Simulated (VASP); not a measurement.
Here is the system:

```yaml
crystal:
  lattice:
    - [0.00000, 2.59580, 2.59580]
    - [2.59580, 0.00000, 2.59580]
    - [2.59580, 2.59580, 0.00000]
  atoms:
    - { symbol: Ba, position: [0.00000, 0.00000, 0.00000] }
    - { symbol: O, position: [0.50000, 0.50000, 0.50000] }
```

Computed with LDA (Ceperley-Alder, Perdew-Zunger), VASP's LDA PAW potentials (set 64) (plane waves; VASP 6.6.1). Settings: 620 eV cut-off, 9×9×9 Γ-centred mesh, Gaussian smearing of 0.050 eV, potentials Ba_sv O.

Q: What does the run give for the energy per atom (σ→0), pressure?

A: 
energy per atom (σ→0): -6.389 eV/atom
pressure: 19.97 GPa

The compound is BaO in the rock salt structure. It was relaxed first under an external pressure of 20 GPa.
